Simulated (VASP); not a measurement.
Data:

```xyz
1
Lattice="-1.4528 1.4528 1.4528 1.4528 -1.4528 1.4528 1.4528 1.4528 -1.4528" Properties=species:S:1:pos:R:3 pbc="T T T"
Fe     0.0000     0.0000     0.0000
```
Starting moments (μB, in the order of the record's atoms Fe): 2.7.

Computed with r2SCAN+rVV10, VASP's PBE PAW potentials (set 64) (plane waves; VASP). Settings: 520 eV cut-off, 18×18×18 Γ-centred mesh, first-order Methfessel-Paxton smearing of 0.10 eV, potentials Fe.

### Question
Give the stress tensor in GPa (positive for a compressed cell).

### Answer

```
-8.84   0.00   0.00
 0.00  -8.84   0.00
 0.00   0.00  -8.84
```
The pressure is its mean diagonal, -8.84 GPa.

The compound is Fe in the bcc structure. This cell is one point of a volume scan, at 1.06 of the reference volume.
